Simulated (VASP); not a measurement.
# Sr3Tb (P6_3/mmc) in VASP: reference runs

Aim: a first look at Sr3Tb with PBE, on the cell as given.

Program: VASP 6.6.1. These are calculated values, not measurements. Logs are shortened: lines on timing, memory, paths and dates and some standing lists are left out, and cuts for length are marked.

### Step 1. Starting point

Symmetry: P6_3/mmc, No. 194, hexagonal system. The conventional cell has a = 8.137 Å, b = 8.137 Å, c = 6.536 Å, α = 90.00°, β = 90.00°, γ = 120.00°. Tb (site symmetry -6m2) has 12 Sr at 3.98 to 4.07 Å as nearest neighbours. Sr (site symmetry mm2) is surrounded by 8 Sr at 3.94 to 4.19 Å and 4 Tb at 3.98 to 4.07 Å.

The cell comes from a database or a generator and needn't be the stable form of this composition.

### Step 2. Single point, PBE, collinear spin, ferromagnetic start

INCAR

```
SYSTEM = Sr3Tb
PREC     = Accurate       ! precision mode
ENCUT    = 520            ! plane-wave cutoff, eV
EDIFF    = 1E-7           ! SCF threshold, eV
ISMEAR   = -1             ! smearing method
SIGMA    = 0.05           ! smearing width, eV
LREAL    = .False.        ! projectors in reciprocal space
LASPH    = .True.         ! aspherical terms in the spheres
NELM     = 100            ! most SCF steps
ALGO     = Normal         ! electronic algorithm
ISIF     = 2              ! what is computed and relaxed
LWAVE    = .False.        ! write WAVECAR
LCHARG   = .False.        ! write CHGCAR
ISPIN    = 2              ! spin polarisation
MAGMOM   = 6 6 0 0 0 0 0 0 ! initial moments
LORBIT   = 11             ! projections on sites
LMAXMIX  = 6              ! l up to which the mixer works
GGA      = PE             ! functional
NBANDS   = 63             ! bands
```

KPOINTS

```
regular mesh
0
Gamma
  4 4 4
  0 0 0
```

POSCAR

```
Sr3Tb
1.0
    8.1372182147      0.0000000000      0.0000000000
   -4.0686091074      7.0470376901      0.0000000000
    0.0000000000      0.0000000000      6.5357720000
Tb Sr
2 6
Direct
    0.3333333333      0.6666666667      0.7500000000
    0.6666666667      0.3333333333      0.2500000000
    0.1717490050      0.3434980100      0.2500000000
    0.1717490050      0.8282509950      0.2500000000
    0.6565019900      0.8282509950      0.2500000000
    0.8282509950      0.6565019900      0.7500000000
    0.8282509950      0.1717490050      0.7500000000
    0.3434980100      0.1717490050      0.7500000000
```

Potentials or basis: VASP PAW PBE potentials, release 64 (Tb, Sr_sv).

The run is started by

```console
$ cat potpaw_PBE.64/Tb/POTCAR potpaw_PBE.64/Sr_sv/POTCAR > POTCAR
$ mpirun -np 1 vasp_std > vasp.out
```

OUTCAR:

```text
SYSTEM = Sr3Tb
   PREC = Accurate
   ENCUT = 520
   EDIFF = 1E-7
   ISMEAR = -1
   LREAL = .False.
   LASPH = .True.
   NELM = 100
   ISIF = 2
   ISPIN = 2
   LORBIT = 11
   GGA = PE

 ion  position               nearest neighbor table
   1  0.333  0.667  0.750-   4 3.98   4 3.98   5 3.98   5 3.98   3 3.98   3 3.98   6 4.07   8 4.07
                             7 4.07   7 4.07   6 4.07   8 4.07
   2  0.667  0.333  0.250-   7 3.98   7 3.98   8 3.98   8 3.98   6 3.98   6 3.98   3 4.07   5 4.07
                             4 4.07   4 4.07   3 4.07   5 4.07
   3  0.172  0.343  0.250-   5 3.94   4 3.94   1 3.98   1 3.98   7 4.07   7 4.07   8 4.07   8 4.07
                             2 4.07   2 4.07   5 4.19   4 4.19
   4  0.172  0.828  0.250-   5 3.94   3 3.94   1 3.98   1 3.98   6 4.07   6 4.07   8 4.07   8 4.07
                             2 4.07   2 4.07   5 4.19   3 4.19
   5  0.657  0.828  0.250-   4 3.94   3 3.94   1 3.98   1 3.98   6 4.07   6 4.07   7 4.07   7 4.07
                             2 4.07   2 4.07   4 4.19   3 4.19
   6  0.828  0.657  0.750-   8 3.94   7 3.94   2 3.98   2 3.98   4 4.07   4 4.07   5 4.07   5 4.07
                             1 4.07   1 4.07   8 4.19   7 4.19
   7  0.828  0.172  0.750-   8 3.94   6 3.94   2 3.98   2 3.98   3 4.07   3 4.07   5 4.07   5 4.07
                             1 4.07   1 4.07   8 4.19   6 4.19
   8  0.343  0.172  0.750-   7 3.94   6 3.94   2 3.98   2 3.98   3 4.07   3 4.07   4 4.07   4 4.07
                             1 4.07   1 4.07   7 4.19   6 4.19

  LATTYP: Found a hexagonal cell.
 ALAT       =     8.1372182147
 C/A-ratio  =     0.8031948791

  Lattice vectors:

 A1 = (   8.1372182147,   0.0000000000,   0.0000000000)
 A2 = (  -4.0686091074,   7.0470376901,   0.0000000000)
 A3 = (   0.0000000000,   0.0000000000,   6.5357720000)

Analysis of symmetry for initial positions (statically):
=====================================================================
 Subroutine PRICEL returns:
 Original cell was already a primitive cell.

 Routine SETGRP: Setting up the symmetry group for a
 hexagonal supercell.

 Subroutine GETGRP returns: Found 24 space group operations
 (whereof 12 operations were pure point group operations)
 out of a pool of 24 trial point group operations.

The static configuration has the point symmetry D_3d.
 The point group associated with its full space group is D_6h.

Analysis of symmetry for dynamics (positions and initial velocities):
=====================================================================
 Subroutine PRICEL returns:
 Original cell was already a primitive cell.

[... 172 lines left out ...]

 E-fermi :   1.9567     XC(G=0):  -8.0052

 val. band max:        1.9502234462   @ k =   0.0000   0.0000   0.0000
 cond. band min:       1.9589907631   @ k =   0.2500  -0.0000   0.0000
 fundamental gap:      0.0087673169
 Fermi energy:         1.9567186141

 spin component 1

 k-point     1 :       0.0000    0.0000    0.0000
  band No.  band energies     occupation
      1     -44.4689      1.00000
      2     -44.4689      1.00000
      3     -34.2272      1.00000
      4     -34.2087      1.00000
      5     -34.2078      1.00000
      6     -34.2078      1.00000
[... 757 lines left out ...]
     60       2.4749      0.00003
     61       2.6613      0.00000
 Fermi energy:         1.9567186141

 spin component 2

 k-point     1 :       0.0000    0.0000    0.0000
  band No.  band energies     occupation
      1     -41.9079      1.00000
      2     -41.9078      1.00000
      3     -34.2191      1.00000
      4     -34.2007      1.00000
      5     -34.1996      1.00000
      6     -34.1996      1.00000
[... 757 lines left out ...]
     60       2.8514      0.00000
     61       2.8819      0.00000
 [bands above 61 left out]

------------------------ aborting loop because EDIFF is reached ----------------------------------------

  FORCE on cell =-STRESS in cart. coord.  units (eV):
  Direction    XX          YY          ZZ          XY          YZ          ZX
  --------------------------------------------------------------------------------------
  -------------------------------------------------------------------------------------
  Total        1.5483904      1.5483904      2.5265253     -0.0000000      0.0000000     -0.0000000
  in kB        6.6192930      6.6192930     10.8007717     -0.0000000      0.0000000     -0.0000000
  external PRESSURE =       8.0131192 kB  Pullay stress =       0.0000000 kB

 VOLUME and BASIS-vectors are now :
 -----------------------------------------------------------------------------
  energy-cutoff  :      520.00
  volume of cell :      374.78
      direct lattice vectors                 reciprocal lattice vectors
     8.137218215  0.000000000  0.000000000     0.122892120  0.070951799  0.000000000
    -4.068609107  7.047037690  0.000000000     0.000000000  0.141903598  0.000000000
     0.000000000  0.000000000  6.535772000     0.000000000  0.000000000  0.153004113

 POSITION                                       TOTAL-FORCE (eV/Angst)
 -----------------------------------------------------------------------------------
     -0.00000      4.69803      4.90183        -0.000000      0.000000      0.000000
      4.06861      2.34901      1.63394         0.000000     -0.000000      0.000000
     -0.00000      2.42064      1.63394         0.000000     -0.090680      0.000000
     -1.97227      5.83672      1.63394        -0.078531      0.045340      0.000000
      1.97227      5.83672      1.63394         0.078531      0.045340     -0.000000
      4.06861      4.62639      4.90183        -0.000000      0.090680      0.000000
      6.04088      1.21032      4.90183         0.078531     -0.045340     -0.000000
      2.09634      1.21032      4.90183        -0.078531     -0.045340      0.000000
 -----------------------------------------------------------------------------------
    total drift:                               -0.000001      0.000000     -0.000000

  FREE ENERGIE OF THE ION-ELECTRON SYSTEM (eV)
  ---------------------------------------------------
  free  energy   TOTEN  =       -27.8752967679 eV

  energy  without entropy=      -27.6772808617  energy(sigma->0) =      -27.77628881

 total charge

# of ion       s       p       d       f       tot
--------------------------------------------------
    1        2.082   5.606   0.333   8.285  16.307
    2        2.082   5.606   0.333   8.285  16.307
    3        2.067   5.715   0.170   0.000   7.952
    4        2.067   5.715   0.170   0.000   7.952
    5        2.067   5.715   0.170   0.000   7.952
    6        2.067   5.715   0.170   0.000   7.952
    7        2.067   5.715   0.170   0.000   7.952
    8        2.067   5.715   0.170   0.000   7.952
--------------------------------------------------
tot         16.568  45.499   1.685  16.570  80.323

 magnetization (x)

# of ion       s       p       d       f       tot
--------------------------------------------------
    1        0.005  -0.046   0.127   5.503   5.589
    2        0.005  -0.046   0.127   5.503   5.589
    3       -0.002   0.005   0.010   0.000   0.013
    4       -0.002   0.005   0.010   0.000   0.013
    5       -0.002   0.005   0.010   0.000   0.013
    6       -0.002   0.005   0.010   0.000   0.013
    7       -0.002   0.005   0.010   0.000   0.013
    8       -0.002   0.005   0.010   0.000   0.013
--------------------------------------------------
tot         -0.002  -0.065   0.314  11.006  11.253
```

stdout:

```text
POSCAR found type information on POSCAR TbSr
 POSCAR found :  2 types and       8 ions
 scaLAPACK will be used
 LDA part: xc-table for (Slater+PW92), standard interpolation
 POSCAR, INCAR and KPOINTS ok, starting setup
 FFT: planning ... GRIDC
 FFT: planning ... GRID_SOFT
 FFT: planning ... GRID
 WAVECAR not read
 entering main loop
```

Run time: 44 min. Hardware: 1 thread of Intel Xeon 6975P-C (Granite Rapids), shared host; peak memory 0.91 GiB.

What came out:

| Property | Result |
| --- | --- |
| Free energy | -27.8753 eV |
| Pressure | 0.8 GPa |
| Largest force | 0.091 eV/Å |
| Band gap on the k mesh | none (metal or under the smearing width) |
| Net moment | 12.36 μB per cell |
| Site moments | Tb +5.59; Sr +0.01 μB |
| Valence electrons inside the program's atomic spheres | Tb 16.31; Sr 7.95 |

Forces on the atoms (eV/Å):
```
Tb   0.000  0.000  0.000
Tb   0.000  0.000  0.000
Sr   0.000 -0.091  0.000
Sr  -0.079  0.045  0.000
Sr   0.079  0.045  0.000
Sr   0.000  0.091  0.000
Sr   0.079 -0.045  0.000
Sr  -0.079 -0.045  0.000
```

Stress tensor (GPa, compression positive):
```
0.66 0.00 0.00
0.00 0.66 0.00
0.00 0.00 1.08
```

Levels at points of the mesh, in eV from the Fermi level:
Spin up:
```tsv
k point	band 51	band 52	band 53	band 54	band 55	band 56	band 57	band 58	band 59	band 60
(0.00, 0.00, 0.00)	-1.20	-0.65	-0.65	-0.56	-0.38	-0.38	-0.02	0.03	0.03	0.03
(0.50, 0.00, 0.00)	-0.51	-0.40	-0.28	-0.15	-0.08	-0.06	0.05	0.07	0.12	0.33
(0.00, 0.00, 0.50)	-1.07	-1.07	-1.07	-1.07	0.21	0.21	0.21	0.21	0.37	0.37
(0.50, 0.00, 0.50)	-0.88	-0.88	-0.88	-0.88	0.27	0.27	0.48	0.48	0.54	0.54
```
Spin down:
| k point | band 40 | band 41 | band 42 | band 43 | band 44 | band 45 | band 46 | band 47 | band 48 | band 49 |
| --- | --- | --- | --- | --- | --- | --- | --- | --- | --- | --- |
| (0.00, 0.00, 0.00) | -0.42 | -0.10 | -0.05 | -0.04 | -0.02 | -0.02 | -0.01 | 0.09 | 0.21 | 0.29 |
| (0.50, 0.00, 0.00) | -0.07 | -0.05 | -0.04 | 0.09 | 0.16 | 0.21 | 0.23 | 0.26 | 0.27 | 0.28 |
| (0.00, 0.00, 0.50) | -0.83 | -0.09 | -0.09 | -0.02 | -0.02 | 0.35 | 0.35 | 0.35 | 0.35 | 0.52 |
| (0.50, 0.00, 0.50) | -0.62 | -0.10 | -0.10 | -0.04 | -0.04 | 0.33 | 0.33 | 0.37 | 0.37 | 0.57 |

Caveat: the magnetic or orbital state may not be the lowest; spin-orbit coupling is left out, which moves the levels of the heavy elements; without U or exact exchange the open f shell lies at the Fermi level, which spoils levels, moments and volumes. The state reached can hang on the start; a lower one may exist.
